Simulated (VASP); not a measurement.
Output of a VASP run:

OSZICAR:
```
       N       E                     dE             d eps       ncg     rms          rms(c)
DAV:   1     0.109439984681E+03    0.10944E+03   -0.85251E+03   424   0.121E+03
DAV:   2     0.370690004564E+01   -0.10573E+03   -0.10232E+03   466   0.278E+02
DAV:   3    -0.356201435725E+00   -0.40631E+01   -0.40572E+01   516   0.572E+01
DAV:   4    -0.395030611444E+00   -0.38829E-01   -0.38826E-01   584   0.497E+00
DAV:   5    -0.395137146402E+00   -0.10653E-03   -0.10653E-03   481   0.247E-01    0.565E+00
DAV:   6    -0.168672260273E+00    0.22646E+00   -0.49413E-01   471   0.935E+00    0.461E+00
DAV:   7    -0.153226502809E+00    0.15446E-01   -0.11779E-01   466   0.254E+00    0.177E+00
DAV:   8    -0.153297387414E+00   -0.70885E-04   -0.97870E-03   421   0.139E+00    0.523E-01
DAV:   9    -0.153377005126E+00   -0.79618E-04   -0.81438E-04   456   0.350E-01    0.108E-01
DAV:  10    -0.153393321945E+00   -0.16317E-04   -0.10567E-04   431   0.114E-01    0.466E-02
DAV:  11    -0.153405566018E+00   -0.12244E-04   -0.34224E-05   426   0.496E-02    0.322E-02
DAV:  12    -0.153404352370E+00    0.12136E-05   -0.31727E-06   431   0.158E-02    0.166E-02
DAV:  13    -0.153404322836E+00    0.29533E-07   -0.17546E-07   223   0.322E-03
   1 F= -.15340432E+00 E0= -.15340432E+00  d E =-.153404E+00
       N       E                     dE             d eps       ncg     rms          rms(c)
DAV:   1    -0.594860066951E+00   -0.44146E+00   -0.91468E+00   456   0.403E+01    0.556E+00
DAV:   2    -0.217970273989E+00    0.37689E+00   -0.95722E-01   436   0.160E+01    0.182E+00
DAV:   3    -0.174663099647E+00    0.43307E-01   -0.10216E-01   446   0.362E+00    0.161E+00
DAV:   4    -0.166902522156E+00    0.77606E-02   -0.11607E-02   451   0.770E-01    0.314E-01
DAV:   5    -0.166481353214E+00    0.42117E-03   -0.93987E-04   439   0.378E-01    0.201E-01
DAV:   6    -0.166451535737E+00    0.29817E-04   -0.18846E-04   431   0.121E-01    0.852E-02
DAV:   7    -0.166426660555E+00    0.24875E-04   -0.85777E-05   496   0.123E-01    0.118E-02
DAV:   8    -0.166428252740E+00   -0.15922E-05   -0.82021E-06   416   0.315E-02    0.854E-03
DAV:   9    -0.166428333410E+00   -0.80670E-07   -0.10704E-06   248   0.110E-02
   2 F= -.16642833E+00 E0= -.16642833E+00  d E =-.130240E-01
       N       E                     dE             d eps       ncg     rms          rms(c)
DAV:   1    -0.188459331233E+00   -0.22031E-01   -0.43250E-01   456   0.849E+00    0.105E+00
DAV:   2    -0.169579008245E+00    0.18880E-01   -0.52725E-02   446   0.354E+00    0.334E-01
DAV:   3    -0.167697640823E+00    0.18814E-02   -0.48017E-03   431   0.727E-01    0.280E-01
DAV:   4    -0.167437306966E+00    0.26033E-03   -0.47517E-04   446   0.180E-01    0.541E-02
DAV:   5    -0.167424604880E+00    0.12702E-04   -0.49148E-05   439   0.925E-02    0.399E-02
DAV:   6    -0.167425606080E+00   -0.10012E-05   -0.14379E-05   431   0.391E-02    0.116E-02
DAV:   7    -0.167424983646E+00    0.62243E-06   -0.12964E-06   208   0.143E-02
   3 F= -.16742498E+00 E0= -.16742498E+00  d E =-.140207E-01
```

### OUTCAR
```
------------------------ aborting loop because EDIFF is reached ----------------------------------------
  FORCE on cell =-STRESS in cart. coord.  units (eV):
  Direction    XX          YY          ZZ          XY          YZ          ZX
  --------------------------------------------------------------------------------------
  Total       -0.0001138     -0.0001138     -0.0001138     -0.0000000      0.0000000     -0.0000000
  in kB       -0.0025746     -0.0025746     -0.0025746     -0.0000000      0.0000000     -0.0000000
  external PRESSURE =      -0.0025746 kB  Pullay stress =       0.0000000 kB
  volume of cell :       70.80
      direct lattice vectors                 reciprocal lattice vectors
     0.000000000  3.283497153  3.283497153    -0.152276666  0.152276666  0.152276666
     3.283497153  0.000000000  3.283497153     0.152276666 -0.152276666  0.152276666
     3.283497153  3.283497153 -0.000000000     0.152276666  0.152276666 -0.152276666
  FREE ENERGIE OF THE ION-ELECTRON SYSTEM (eV)
  ---------------------------------------------------
  free  energy   TOTEN  =        -0.1674249836 eV

  energy  without entropy=       -0.1674249836  energy(sigma->0) =       -0.16742498

 reached required accuracy - stopping structural energy minimisation
```
(Selected blocks of OUTCAR.)

### POSCAR
```
CdTe
1
    0.0000000000     3.2400000000     3.2400000000
    3.2400000000     0.0000000000     3.2400000000
    3.2400000000     3.2400000000     0.0000000000
Cd Te
1 1
Direct
  0.0000000000   0.0000000000   0.0000000000
  0.2500000000   0.2500000000   0.2500000000
```

### Question
Reconstruct the remaining input files.

### Answer
One answer among several that fit: the input of the run itself, rev-vdW-DF2, plane waves, VASP's PBE PAW potentials (set 64).

**INCAR**
```
SYSTEM=CdTe
PREC=Accurate; ENCUT=520; LREAL=F
LASPH=T
EDIFF=1E-6; NELM=100; ALGO=Normal
LMAXMIX=4
ISMEAR=0; SIGMA=0.05
GGA=MK; LUSE_VDW=T; AGGAC=0.0
PARAM1=0.1234568; PARAM2=0.7114; ZAB_VDW=-1.8867
IBRION=2; NSW=60; ISIF=3
EDIFFG=-0.01
LWAVE=F; LCHARG=F
```

File KPOINTS:
```
Automatic mesh
0
Gamma
6 6 6
0 0 0
```

POTCAR, in this order: Cd Te (PBE.64 set). Program: vasp_std.

Energy and stress use the plane-wave basis of the starting cell.

The compound is CdTe in the zinc blende structure. This run relaxes it. Symmetry was kept, so distortions that lower it aren't found.
